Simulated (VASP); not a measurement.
All values below come from revPBE GGA, VASP's PBE PAW potentials (set 64) (plane waves; VASP 6.6.1).

The input files of a VASP run:

POSCAR:
```
Ni3Si
1
    3.5264726307     0.0000000000    -0.0000000000
    0.0000000000     3.5264726307     0.0000000000
    0.0000000000     0.0000000000     3.5264726307
Si Ni
1 3
Direct
  0.0000000000   0.0000000000   0.0000000000
  0.0000000000   0.5000000000   0.5000000000
  0.5000000000   0.0000000000   0.5000000000
  0.5000000000   0.5000000000   0.0000000000
```

**KPOINTS**
```
kpoints
0
Gamma
8 8 8
```

### INCAR
```
ISIF = 3   # ions, shape and volume
ENCUT = 520
ALGO = Normal   # blocked Davidson
LWAVE = .False.
EDIFFG = -0.02
NSW = 60   # most ionic steps
LREAL = .False.   # projection in real space or not
PREC = Accurate
SYSTEM = Ni3Si
GGA = RE   # revPBE
SIGMA = 0.1
NELM = 100   # most electronic steps
LMAXMIX = 4   # l cut-off of mixed one-centre charges
IBRION = 2   # conjugate gradients
EDIFF = 1E-6   # SCF stop (eV)
LCHARG = .False.
ISMEAR = 1
LASPH = .True.   # aspherical one-centre terms
```

POTCAR, in this order: Si Ni (PBE.64 set). Program: vasp_std.

The resulting files:

File OSZICAR:
```
       N       E                     dE             d eps       ncg     rms          rms(c)
DAV:   1     0.205387358305E+03    0.20539E+03   -0.15933E+04  1470   0.217E+03
DAV:   2    -0.145421978849E+02   -0.21993E+03   -0.21246E+03  1470   0.375E+02
DAV:   3    -0.254162334147E+02   -0.10874E+02   -0.10488E+02  1665   0.111E+02
DAV:   4    -0.256692262746E+02   -0.25299E+00   -0.24928E+00  1695   0.147E+01
DAV:   5    -0.256777027168E+02   -0.84764E-02   -0.84745E-02  1770   0.260E+00    0.190E+01
DAV:   6    -0.256667554675E+02    0.10947E-01   -0.53855E+01  1720   0.119E+02    0.172E+01
DAV:   7    -0.222168013423E+02    0.34500E+01   -0.15987E+01  1654   0.663E+01    0.414E+00
DAV:   8    -0.221811064234E+02    0.35695E-01   -0.68143E-01  1537   0.635E+00    0.140E+00
DAV:   9    -0.221650044669E+02    0.16102E-01   -0.33024E-02  1965   0.262E+00    0.572E-01
DAV:  10    -0.221630424954E+02    0.19620E-02   -0.30468E-03  1904   0.434E-01    0.245E-01
DAV:  11    -0.221626885433E+02    0.35395E-03   -0.77613E-04  2263   0.332E-01    0.527E-02
DAV:  12    -0.221626746387E+02    0.13905E-04   -0.10976E-04  1672   0.124E-01    0.155E-02
DAV:  13    -0.221626737246E+02    0.91410E-06   -0.75434E-06  1593   0.188E-02
   1 F= -.22162674E+02 E0= -.22163111E+02  d E =-.221627E+02
```

OUTCAR:
```
------------------------ aborting loop because EDIFF is reached ----------------------------------------
  FORCE on cell =-STRESS in cart. coord.  units (eV):
  Direction    XX          YY          ZZ          XY          YZ          ZX
  --------------------------------------------------------------------------------------
  Total       -0.0318128     -0.0318128     -0.0318128      0.0000000     -0.0000000      0.0000000
  in kB       -1.1622276     -1.1622276     -1.1622276      0.0000000     -0.0000000      0.0000000
  external PRESSURE =      -1.1622276 kB  Pullay stress =       0.0000000 kB
  volume of cell :       43.86
      direct lattice vectors                 reciprocal lattice vectors
     3.526472631  0.000000000  0.000000000     0.283569477  0.000000000  0.000000000
     0.000000000  3.526472631  0.000000000     0.000000000  0.283569477  0.000000000
     0.000000000  0.000000000  3.526472631     0.000000000  0.000000000  0.283569477
 POSITION                                       TOTAL-FORCE (eV/Angst)
 -----------------------------------------------------------------------------------
      0.00000      0.00000      0.00000         0.000000      0.000000      0.000000
      0.00000      1.76324      1.76324         0.000000      0.000000      0.000000
      1.76324      0.00000      1.76324         0.000000      0.000000      0.000000
      1.76324      1.76324      0.00000         0.000000      0.000000      0.000000
 -----------------------------------------------------------------------------------
    total drift:                                0.000000      0.000000      0.000000
  FREE ENERGIE OF THE ION-ELECTRON SYSTEM (eV)
  ---------------------------------------------------
  free  energy   TOTEN  =       -22.1626737246 eV

  energy  without entropy=      -22.1639847733  energy(sigma->0) =      -22.16311074

 reached required accuracy - stopping structural energy minimisation
```
(Selected blocks of OUTCAR.)

The compound is Ni3Si in the L1_2 structure. It was relaxed first. The start is the result of an earlier pass. The run is not spin-polarised, so no magnetic state was tried.
